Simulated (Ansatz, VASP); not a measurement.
# Cross-check of HfO2 (amorphous HfO2 at 7.64 g/cm^3) between VASP and Ansatz

One calculation is typed for both programs; each brings its own data sets. How far apart do they land? Of the first pair: The structure shown is the start of the Ansatz relaxation below; VASP solves that cell, so the two are compared at the walk's first step.

Calculated with Ansatz 0.2.0; plane waves, with VASP 6.6.1 beside it; single point at PBE.

## 1. The starting structure

The cell holds 84 atoms: 28 Hf and 56 O. Cell: a = 10.861 Å, b = 10.861 Å, c = 10.861 Å, α = 90.0°, β = 90.0°, γ = 90.0°. As first built, before any earlier steps moved the atoms (in the runner's words): 84 atoms (28 Zr, 56 O) placed at random at 4.47 g/cm^3, melted at 5000 K for 10 ps at fixed volume with the Morse and Coulomb pair potential with partial charges (Pedone, Malavasi, Menziani, Cormack and Segre, J. Phys. Chem. B 110, 11780 (2006)). Quenched from 5000 K to 300 K at 50 K/ps and fixed volume, held 5 ps, then minimised at fixed cell. Then Zr was replaced by Hf at the same volume (the potential has no terms for Hf, so the cell is a start for a DFT relaxation).

## 2. Ansatz: relaxation, PBE

Ansatz runs on its default PAW (the set named soft_2) files.

The two programs are compared at the cell with which this relaxation starts, whose forces are those of its first step.

Input file input.yaml:

```yaml
crystal:
  lattice:
    - [10.8609, 0.0, 0.0]
    - [0.0, 10.8609, 0.0]
    - [0.0, 0.0, 10.8609]
  atoms:
    - { symbol: Hf, position: [0.03393, 0.1916, 0.42394] }
    - { symbol: Hf, position: [0.82332, 0.3875, 0.20041] }
    - { symbol: Hf, position: [0.56426, 0.47432, 0.59575] }
    - { symbol: Hf, position: [0.56029, 0.83456, 0.58428] }
    - { symbol: Hf, position: [0.84993, 0.93314, 0.55412] }
    - { symbol: Hf, position: [0.19294, 0.90644, 0.0782] }
    - { symbol: Hf, position: [0.4978, 0.55708, 0.18542] }
    - { symbol: Hf, position: [0.30877, 0.32111, 0.39604] }
    - { symbol: Hf, position: [0.63261, 0.11282, 0.0976] }
    - { symbol: Hf, position: [0.40862, 0.34754, 0.90525] }
    - { symbol: Hf, position: [0.17356, 0.62243, 0.27677] }
    - { symbol: Hf, position: [0.75817, 0.66087, 0.34443] }
    - { symbol: Hf, position: [0.92673, 0.99787, 0.8896] }
    - { symbol: Hf, position: [0.95716, 0.694, 0.06123] }
    - { symbol: Hf, position: [0.68318, 0.80476, 0.01018] }
    - { symbol: Hf, position: [0.14975, 0.20304, 0.71622] }
    - { symbol: Hf, position: [0.95926, 0.92544, 0.27799] }
    - { symbol: Hf, position: [0.18586, 0.54457, 0.58208] }
    - { symbol: Hf, position: [0.4686, 0.84836, 0.29776] }
    - { symbol: Hf, position: [0.85475, 0.4085, 0.56699] }
    - { symbol: Hf, position: [0.12996, 0.20328, 0.08396] }
    - { symbol: Hf, position: [0.14628, 0.4976, 0.91544] }
    - { symbol: Hf, position: [0.88759, 0.68643, 0.7302] }
    - { symbol: Hf, position: [0.66714, 0.50756, 0.90733] }
    - { symbol: Hf, position: [0.647, 0.15309, 0.40986] }
    - { symbol: Hf, position: [0.39967, 0.71788, 0.80728] }
    - { symbol: Hf, position: [0.18283, 0.86277, 0.56229] }
    - { symbol: Hf, position: [0.40544, 0.02789, 0.89034] }
    - { symbol: O, position: [0.2617, 0.07422, 0.01491] }
    - { symbol: O, position: [0.70447, 0.22901, 0.23748] }
    - { symbol: O, position: [0.12594, 0.58549, 0.08794] }
    - { symbol: O, position: [0.05418, 0.03484, 0.15308] }
    - { symbol: O, position: [0.54309, 0.4169, 0.7799] }
    - { symbol: O, position: [0.5018, 0.18998, 0.97823] }
    - { symbol: O, position: [0.37464, 0.45395, 0.54232] }
    - { symbol: O, position: [0.56106, 0.95583, 0.99736] }
    - { symbol: O, position: [0.07563, 0.9796, 0.43246] }
    - { symbol: O, position: [0.16884, 0.22725, 0.28239] }
    - { symbol: O, position: [0.6001, 0.75601, 0.40629] }
    - { symbol: O, position: [0.38769, 0.42438, 0.25818] }
    - { symbol: O, position: [0.3597, 0.67307, 0.25431] }
    - { symbol: O, position: [0.32417, 0.55108, 0.87348] }
    - { symbol: O, position: [0.67129, 0.5125, 0.25306] }
    - { symbol: O, position: [0.86131, 0.81397, 0.39862] }
    - { symbol: O, position: [0.58681, 0.01098, 0.26294] }
    - { symbol: O, position: [0.57122, 0.68657, 0.89799] }
    - { symbol: O, position: [0.46924, 0.21892, 0.41337] }
    - { symbol: O, position: [0.39167, 0.868, 0.48363] }
    - { symbol: O, position: [0.00098, 0.61593, 0.87749] }
    - { symbol: O, position: [0.74988, 0.37979, 0.02133] }
    - { symbol: O, position: [0.18088, 0.0131, 0.6822] }
    - { symbol: O, position: [0.19667, 0.23362, 0.5272] }
    - { symbol: O, position: [0.32159, 0.91931, 0.21133] }
    - { symbol: O, position: [0.74617, 0.78685, 0.63302] }
    - { symbol: O, position: [0.03986, 0.86063, 0.97436] }
    - { symbol: O, position: [0.77923, 0.63179, 0.00864] }
    - { symbol: O, position: [0.2308, 0.34334, 0.99091] }
    - { symbol: O, position: [0.98553, 0.5504, 0.60607] }
    - { symbol: O, position: [0.66107, 0.99496, 0.5241] }
    - { symbol: O, position: [0.72886, 0.54302, 0.49713] }
    - { symbol: O, position: [0.24728, 0.70665, 0.68077] }
    - { symbol: O, position: [0.97776, 0.2612, 0.60315] }
    - { symbol: O, position: [0.05382, 0.1501, 0.88925] }
    - { symbol: O, position: [0.31619, 0.84409, 0.93634] }
    - { symbol: O, position: [0.4674, 0.89681, 0.74722] }
    - { symbol: O, position: [0.90204, 0.34176, 0.38381] }
    - { symbol: O, position: [0.824, 0.82464, 0.8727] }
    - { symbol: O, position: [0.79244, 0.05151, 0.0141] }
    - { symbol: O, position: [0.33298, 0.19852, 0.79828] }
    - { symbol: O, position: [0.90312, 0.58509, 0.23227] }
    - { symbol: O, position: [0.17311, 0.47046, 0.40002] }
    - { symbol: O, position: [0.57739, 0.73742, 0.16272] }
    - { symbol: O, position: [0.98524, 0.32099, 0.12162] }
    - { symbol: O, position: [0.86939, 0.07072, 0.39812] }
    - { symbol: O, position: [0.87619, 0.03098, 0.7119] }
    - { symbol: O, position: [0.83686, 0.82817, 0.14809] }
    - { symbol: O, position: [0.99558, 0.81879, 0.63241] }
    - { symbol: O, position: [0.51118, 0.46749, 0.02049] }
    - { symbol: O, position: [0.77512, 0.52105, 0.7434] }
    - { symbol: O, position: [0.16701, 0.70227, 0.45229] }
    - { symbol: O, position: [0.5082, 0.6563, 0.64977] }
    - { symbol: O, position: [0.68222, 0.31302, 0.54126] }
    - { symbol: O, position: [0.16062, 0.41079, 0.7396] }
    - { symbol: O, position: [0.08276, 0.7873, 0.2046] }
kpoints:
  mp_grid: { grid: [1, 1, 1] }
hamiltonian:
  xc: pbe
scf:
  occupations: { method: fermi_dirac, width: 0.025 }
output:
  forces: true
relax:
  f_tol: 0.04
  max_steps: 250
```

On the command line:

```bash
$ ansatz run input.yaml --threads 4 --pin off --max-ram 8192MiB --backend cpu --events-out ev --progress --plain --runs-dir out
```

Numbers of over 12 decimals in the logs are rounded to 6 here.

What it wrote:

```text
Engine: ansatz 0.2.0, x86_64-unknown-linux-gnu
Pseudopotentials: kind: paw
Pseudopotential: Hf, paw, valence charge 26, recommended cutoff 420 eV (normal), Hf.paw.azcp
Pseudopotential: O, paw, valence charge 6, recommended cutoff 420 eV (normal), O.paw.azcp
Functional definition: PBE
  parameter kappa = 0.804
  parameter beta = 0.066725
  exchange = pbe_x(kappa = kappa, mu = beta*pi^2/3)
  correlation = pbe_c(beta = beta)
Crystal: 84 atoms, lattice volume = 1281.143 Å³
Basis set: ecut = 420 eV, 25173 PW (Γ), exchange–correlation on 150×150×150 points (8 copies of the dense FFT grid, shifted against one another)
Bands: 639, of which v1, the nominal top of the filled ones, is band 532 counted from 1 (531 counted from 0)
Symmetry: 1 space group operations
Space group: P1 (ITA 1), of the structure as read, at distance tolerance 1.1e-4 Å
k-points: 1
Non-local potential: Hf, projectors of the file, l = 0: 3, l = 1: 2, l = 2: 2, l = 3: 3
Non-local potential: O, projectors of the file, l = 0: 2, l = 1: 2, l = 2: 1
PAW form: soft (Blöchl's): semilocal exchange-correlation on the pseudo side does not see the compensation charge
PAW one-centre angular grid: Hf, 590 points (default); XC on 64 Gauss nodes
PAW one-centre angular grid: O, 110 points (default); XC on 64 Gauss nodes
Initial density: superposition of atomic densities (neutral atoms: chi_scale 0, normalization atom), corrected by the library's trained network
Initial wavefunctions: pseudopotential atomic-orbital guess
Functional: x = pbe(κ = 0.804, μ = 0.219515), c = pbe(β = 0.066725)
SCF iter   1: F=—  HF=-472104.716267 eV  |F-HF|=—  |Δ(HF+E_count)|=         —  Δρ=3.84e-3  dr2=1.93e-1  ethr=1.77e-3  ⟨swp⟩=4.0  Hψ=1974  notcnv=0  defer=72
preconditioner: auto → Resta (q_TF=auto, 2.645 Å⁻¹)  ε∞=4.7  [insulator: Δε(μ)=3.134 eV  Ē_g=17.212 eV  σ=0.025 eV  W_gap=1.00  n_scr=388 (ndim 8)  ℏωp=32.9 eV  f_vac=0.183  D(μ)=0.00/eV (n_scr^D=0)  ε∞_Penn≈4.7]
SCF iter   2: F=—  HF=-472104.704677 eV  |F-HF|=—  |Δ(HF+E_count)|=   1.16e-2  Δρ=1.92e-3  dr2=3.78e-2  ethr=1.81e-5  ⟨swp⟩=2.0  Hψ=1159  notcnv=0  defer=103
SCF iter   3: F=—  HF=-472104.703918 eV  |F-HF|=—  |Δ(HF+E_count)|=   7.59e-4  Δρ=8.92e-4  dr2=1.30e-2  ethr=3.55e-6  ⟨swp⟩=2.0  Hψ=901  notcnv=0  defer=103
SCF iter   4: F=—  HF=-472104.706669 eV  |F-HF|=—  |Δ(HF+E_count)|=   2.75e-3  Δρ=2.49e-4  dr2=1.44e-3  ethr=1.22e-6  ⟨swp⟩=2.0  Hψ=1044  notcnv=0  defer=103
SCF iter   5: F=—  HF=-472104.707062 eV  |F-HF|=—  |Δ(HF+E_count)|=   3.93e-4  Δρ=1.65e-4  dr2=4.98e-4  ethr=1.35e-7  ⟨swp⟩=2.0  Hψ=1171  notcnv=0  defer=103
SCF iter   6: F=—  HF=-472104.707265 eV  |F-HF|=—  |Δ(HF+E_count)|=   2.03e-4  Δρ=6.59e-5  dr2=8.69e-5  ethr=4.68e-8  ⟨swp⟩=2.0  Hψ=1040  notcnv=0  defer=103
SCF iter   7: F=-472104.707320 eV  HF=-472104.707334 eV  |F-HF|=1.33e-5  |Δ(HF+E_count)|=   6.85e-5  Δρ=5.01e-5  dr2=3.70e-5  ethr=3.76e-9  ⟨swp⟩=4.0  Hψ=2075  notcnv=0
SCF 1 converged in 7 iterations: F = -472104.707320 eV  dr2 = 3.70e-5
  greatest PAW one-centre occupation: 0.999 electrons in one spin orbital (limit 2), on the Hf atom at site 25 (counted from 0), in its partial waves of l = 0
relax step   1: F+E_penalty+E_count = -472104.70732026 eV  Δ(F+E_penalty+E_count) = +0.000e0 eV  max|allowed force component| = 1.845e0 eV/Å  Δτ_max = 0.0000 Å  (7 SCF iters, dr2 threshold 4.00e-5 eV, accepted)
Initial density: handed on by an earlier stage of this run
Initial wavefunctions: those handed on with the density
iter 1 solved again at ethr=1.51e-4 eV; its pass at ethr=3.10e-3 eV (dr2=1.60e0 eV) is discarded
SCF iter   1: F=—  HF=-472106.596668 eV  |F-HF|=—  |Δ(HF+E_count)|=         —  Δρ=1.59e-2  dr2=1.60e0  ethr=1.51e-4  ⟨swp⟩=1.0  Hψ=2008  notcnv=0  defer=103
preconditioner: auto → Resta (q_TF=auto, 2.645 Å⁻¹)  ε∞=4.6  [insulator: Δε(μ)=3.640 eV  Ē_g=17.280 eV  σ=0.025 eV  W_gap=1.00  n_scr=388 (ndim 8)  ℏωp=32.9 eV  f_vac=0.185  D(μ)=0.00/eV (n_scr^D=0)  ε∞_Penn≈4.6]
SCF iter   2: F=—  HF=-472106.275500 eV  |F-HF|=—  |Δ(HF+E_count)|=   3.21e-1  Δρ=7.76e-3  dr2=3.30e-1  ethr=1.50e-4  ⟨swp⟩=4.0  Hψ=1050  notcnv=0  defer=103
SCF iter   3: F=—  HF=-472106.238266 eV  |F-HF|=—  |Δ(HF+E_count)|=   3.72e-2  Δρ=3.13e-3  dr2=8.71e-2  ethr=3.10e-5  ⟨swp⟩=4.0  Hψ=1049  notcnv=0  defer=103
SCF iter   4: F=—  HF=-472106.223169 eV  |F-HF|=—  |Δ(HF+E_count)|=   1.51e-2  Δρ=7.40e-4  dr2=8.39e-3  ethr=8.19e-6  ⟨swp⟩=2.0  Hψ=1039  notcnv=0  defer=103
SCF iter   5: F=—  HF=-472106.225004 eV  |F-HF|=—  |Δ(HF+E_count)|=   1.83e-3  Δρ=3.01e-4  dr2=1.42e-3  ethr=7.88e-7  ⟨swp⟩=2.0  Hψ=1058  notcnv=0  defer=103
SCF iter   6: F=—  HF=-472106.225134 eV  |F-HF|=—  |Δ(HF+E_count)|=   1.29e-4  Δρ=1.67e-4  dr2=4.08e-4  ethr=1.33e-7  ⟨swp⟩=2.0  Hψ=1048  notcnv=0  defer=103
SCF iter   7: F=-472106.225214 eV  HF=-472106.225199 eV  |F-HF|=1.46e-5  |Δ(HF+E_count)|=   6.57e-5  Δρ=5.16e-5  dr2=4.94e-5  ethr=9.40e-9  ⟨swp⟩=3.0  Hψ=2166  notcnv=0
[...]
atom  53  O      0.00101867    -0.00967919     0.00065398
  atom  54  O     -0.00570762    -0.00213061     0.00067373
  atom  55  O      0.00069403    -0.00257440    -0.00092969
  atom  56  O     -0.00466943    -0.00726817    -0.00086020
  atom  57  O     -0.00495556     0.00600300    -0.00201572
  atom  58  O      0.00719186    -0.00059523     0.00321306
  atom  59  O      0.00280271     0.00453771     0.00032869
  atom  60  O      0.00093345     0.00127451    -0.00019888
  atom  61  O     -0.00768790    -0.00754389    -0.00923589
  atom  62  O      0.00204644    -0.00149165    -0.00004685
  atom  63  O      0.00219300     0.00395189    -0.00371492
  atom  64  O      0.00068371     0.00018856     0.00020159
  atom  65  O     -0.00064904    -0.00771685    -0.00360236
  atom  66  O      0.00295380    -0.00429133    -0.00084624
  atom  67  O     -0.00150123    -0.00419830    -0.00661006
  atom  68  O      0.00354868    -0.00285786    -0.00072314
  atom  69  O     -0.00221536     0.00090955    -0.00130178
  atom  70  O      0.00199320     0.00378592    -0.00068494
  atom  71  O      0.00018597    -0.00150150     0.00345983
  atom  72  O     -0.00915610    -0.00055947     0.00258414
  atom  73  O      0.00045522    -0.00062882     0.00415597
  atom  74  O      0.00207056    -0.00615155    -0.00284943
  atom  75  O     -0.00091791     0.00224919    -0.00575589
  atom  76  O      0.00305778     0.00512865    -0.00139839
  atom  77  O      0.00772142     0.00632003    -0.00129614
  atom  78  O     -0.00322653     0.00012807     0.00121805
  atom  79  O      0.00352502     0.00097899    -0.00574343
  atom  80  O      0.00120339     0.00101164     0.00164762
  atom  81  O      0.00355843     0.00087065    -0.00458070
  atom  82  O      0.00516679     0.00032749    -0.00245106
  atom  83  O     -0.00361953     0.00177810    -0.01321139
  atom  84  O     -0.00126166     0.00147103     0.00173425
  max |Σ_I F_I| component: 2.00e-4 eV/Å
--- Relaxed structure (21 steps of the walk, 20 accepted, 0 SCFs on fresh bases) ---
  F+E_penalty+E_count = -472108.85103250 eV   max|allowed force component| = 2.474e-2 eV/Å
  atoms:
    - { symbol: Hf, position: [0.087270, 0.170950, 0.425662] }
    - { symbol: Hf, position: [0.851267, 0.360334, 0.190273] }
    - { symbol: Hf, position: [0.573518, 0.509227, 0.638716] }
    - { symbol: Hf, position: [0.544606, 0.848714, 0.578800] }
    - { symbol: Hf, position: [0.840713, 0.924952, 0.546296] }
    - { symbol: Hf, position: [0.193951, 0.919936, 0.085297] }
    - { symbol: Hf, position: [0.473659, 0.551091, 0.193408] }
    - { symbol: Hf, position: [0.365063, 0.314588, 0.419234] }
    - { symbol: Hf, position: [0.648941, 0.116495, 0.081341] }
    - { symbol: Hf, position: [0.411308, 0.335144, 0.914359] }
    - { symbol: Hf, position: [0.152863, 0.624942, 0.287053] }
    - { symbol: Hf, position: [0.739307, 0.638120, 0.381699] }
    - { symbol: Hf, position: [0.923667, 1.009319, 0.869573] }
    - { symbol: Hf, position: [0.952030, 0.726464, 0.023208] }
    - { symbol: Hf, position: [0.660872, 0.800308, 0.020525] }
    - { symbol: Hf, position: [0.160163, 0.198432, 0.713255] }
    - { symbol: Hf, position: [0.937746, 0.914904, 0.267757] }
    - { symbol: Hf, position: [0.148885, 0.560073, 0.589595] }
    - { symbol: Hf, position: [0.479244, 0.874490, 0.291816] }
    - { symbol: Hf, position: [0.888035, 0.383940, 0.493861] }
    - { symbol: Hf, position: [0.150354, 0.211852, 0.113645] }
    - { symbol: Hf, position: [0.143255, 0.506491, 0.923461] }
    - { symbol: Hf, position: [0.867718, 0.682911, 0.728626] }
    - { symbol: Hf, position: [0.665175, 0.512436, 0.938095] }
    - { symbol: Hf, position: [0.670601, 0.140163, 0.398132] }
    - { symbol: Hf, position: [0.384502, 0.734050, 0.815812] }
    - { symbol: Hf, position: [0.152743, 0.863883, 0.572499] }
    - { symbol: Hf, position: [0.407100, 0.027985, 0.893648] }
    - { symbol: O, position: [0.266666, 0.084373, 0.023765] }
    - { symbol: O, position: [0.727253, 0.220093, 0.223577] }
    - { symbol: O, position: [0.075307, 0.582679, 0.092558] }
    - { symbol: O, position: [0.064844, 0.045431, 0.167066] }
    - { symbol: O, position: [0.534833, 0.418027, 0.799638] }
    - { symbol: O, position: [0.506739, 0.195274, 0.984225] }
    - { symbol: O, position: [0.442676, 0.430312, 0.542006] }
    - { symbol: O, position: [0.565152, 0.965045, 0.984697] }
    - { symbol: O, position: [0.064240, 0.978902, 0.437639] }
    - { symbol: O, position: [0.206428, 0.229676, 0.286992] }
    - { symbol: O, position: [0.591700, 0.754223, 0.411218] }
    - { symbol: O, position: [0.400174, 0.407563, 0.266483] }
    - { symbol: O, position: [0.320457, 0.650840, 0.243497] }
    - { symbol: O, position: [0.293404, 0.599123, 0.906826] }
    - { symbol: O, position: [0.640093, 0.542400, 0.262470] }
    - { symbol: O, position: [0.866611, 0.785379, 0.384724] }
    - { symbol: O, position: [0.594048, 0.015347, 0.238347] }
    - { symbol: O, position: [0.553862, 0.694099, 0.910501] }
    - { symbol: O, position: [0.496725, 0.194255, 0.408102] }
    - { symbol: O, position: [0.406186, 0.891134, 0.468466] }
    - { symbol: O, position: [-0.00225164, 0.621575, 0.863674] }
    - { symbol: O, position: [0.754654, 0.385400, 0.031782] }
    - { symbol: O, position: [0.175333, 0.021224, 0.667981] }
    - { symbol: O, position: [0.236937, 0.222656, 0.528561] }
[...]
- { symbol: O, position: [0.986976, 0.811752, 0.634744] }
    - { symbol: O, position: [0.498490, 0.466734, 0.029887] }
    - { symbol: O, position: [0.737392, 0.551451, 0.768898] }
    - { symbol: O, position: [0.142802, 0.716660, 0.447902] }
    - { symbol: O, position: [0.495435, 0.673827, 0.662845] }
    - { symbol: O, position: [0.744863, 0.273907, 0.499713] }
    - { symbol: O, position: [0.168219, 0.434911, 0.741343] }
    - { symbol: O, position: [0.071959, 0.792699, 0.195695] }
```

In the SCF lines HF is the Harris–Foulkes energy and dr2 the Hartree energy of the density residual, in eV; the loop may stop once dr2 is under the threshold and the program's other checks hold. Hψ counts applications of the Hamiltonian.

(Continued in part 2 of 3.)

[Lines on the potential files, build, host, timing and source positions are cut from VASP's logs without a mark.]

[Logs are printed without paths, hosts, clocks, repeated set-up lines and the standing remarks that a program may print on its own settings, such as how far it seeks lower states.]

[Hosts, paths, dates, database ids (printed as entryN), source tags and the programs' standing remarks are cut or masked in the printed files.]
